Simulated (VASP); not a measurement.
A run of VASP 6.6.1:

The input INCAR:

```
SYSTEM = Zn2Ag5
PREC     = Accurate       ! precision mode
ENCUT    = 520            ! plane-wave cutoff, eV
EDIFF    = 1E-7           ! SCF threshold, eV
ISMEAR   = -1             ! smearing method
SIGMA    = 0.1            ! smearing width, eV
LREAL    = .FALSE.        ! projectors in reciprocal space
LASPH    = .TRUE.         ! aspherical terms in the spheres
NELM     = 100            ! most SCF steps
ALGO     = Fast           ! electronic algorithm
ISIF     = 2              ! what is computed and relaxed
LWAVE    = .FALSE.        ! write WAVECAR
LCHARG   = .TRUE.         ! write CHGCAR
GGA      = CA             ! functional
LELF     = .TRUE.         ! ELF
LVHAR    = .TRUE.       
NBANDS   = 48             ! bands
```

KPOINTS

```
Automatic mesh
0
G
  2 3 3
  0 0 0
```

POSCAR

```
Zn2Ag5
1.0
    8.0826260000      0.0000000000      0.0000000000
    0.0000000000      4.0413130000      0.0000000000
    0.0000000000      0.0000000000      4.0413130000
Zn Ag
2 5
Direct
    0.0000000000      0.0000000000      0.0000000000
    0.5000000000      0.0000000000      0.0000000000
    0.0515149408      0.3519326516      0.5000001237
    0.2499999381      0.4999998763      0.0000000000
    0.5000000000      0.4999998763      0.4999998763
    0.7500000619      0.0000000000      0.4999998763
    0.7500000619      0.4999998763      0.0000000000
```

Potentials or basis: VASP PAW LDA potentials, release 64 (Zn, Ag).

Launch:

```bash
$ cat potpaw_LDA.64/Zn/POTCAR potpaw_LDA.64/Ag/POTCAR > POTCAR
$ mpirun -np 1 vasp_std > vasp.out
```

Hardware: 1 thread of Intel(R) Xeon(R) 6975P-C (Granite Rapids), with other jobs on the host.

**Question.** Estimate the wall time of this run.

**Answer.** Run time: 43 s on 1 thread of Intel(R) Xeon(R) 6975P-C (Granite Rapids) (shared host), peak memory 0.19 GiB. Counts: scf iterations 16, k points 8.
